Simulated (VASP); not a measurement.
Consider the following.

```yaml
crystal:
  lattice:
    - [-2.10904, 2.10904, 6.39701]
    - [2.10904, -2.10904, 6.39701]
    - [2.10904, 2.10904, -6.39701]
  atoms:
    - { symbol: Ba, position: [0.00000, 0.00000, 0.00000] }
    - { symbol: Al, position: [0.75000, 0.25000, 0.50000] }
    - { symbol: Al, position: [0.25000, 0.75000, 0.50000] }
    - { symbol: Ge, position: [0.63152, 0.63152, 0.00000] }
    - { symbol: Ge, position: [0.36848, 0.36848, 0.00000] }
```

Calculation: PBEsol GGA, VASP's PBE PAW potentials (set 64) (plane waves; VASP). Run with 400 eV cut-off, 9×9×9 Γ-centred mesh, first-order Methfessel-Paxton smearing of 0.10 eV, potentials Ba_sv Al Ge_d.

Unless said otherwise, spin-orbit coupling is left out, though it shifts the bands of the heavy elements here.

### Question
Predict the energy per atom (σ→0), band gap (on the k-mesh) with the smallest direct gap where there is one.

### Answer

```
Quantity                                                    Result
------------------------  ----------------------------------------
band gap (on the k-mesh)  none (metal, semimetal or under 0.01 eV)
energy per atom (σ→0)                               -4.455 eV/atom
```

The structure comes from a computed database's Al2BaGe2 entry (I4/mmm); how it stands against other phases isn't given here. It was relaxed first. The start is the result of an earlier pass.
